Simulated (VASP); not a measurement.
Data:

```xyz
6
Lattice="1.5642 -2.7093 0.0000 1.5642 2.7093 0.0000 0.0000 0.0000 12.1782" Properties=species:S:1:pos:R:3 pbc="T T T"
W      1.5642     0.9031     3.0446
W      1.5642    -0.9031     9.1337
S      1.5642     0.9031    10.6974
S      1.5642    -0.9031     4.6083
S      1.5642    -0.9031     1.4808
S      1.5642     0.9031     7.5699
```

The numbers are results of LDA (Ceperley-Alder, Perdew-Zunger), VASP's LDA PAW potentials (set 64) (plane waves; VASP 6.6.1), not measurements. Numerical set-up: 500 eV cut-off, 8×8×2 Γ-centred mesh, Gaussian smearing of 0.050 eV, potentials W_sv S.

Task: Estimate the energy per atom (σ→0).

Result: 
- energy per atom (σ→0): -8.754 eV/atom

The compound is WS2 in the 2H layered structure. It was relaxed first.
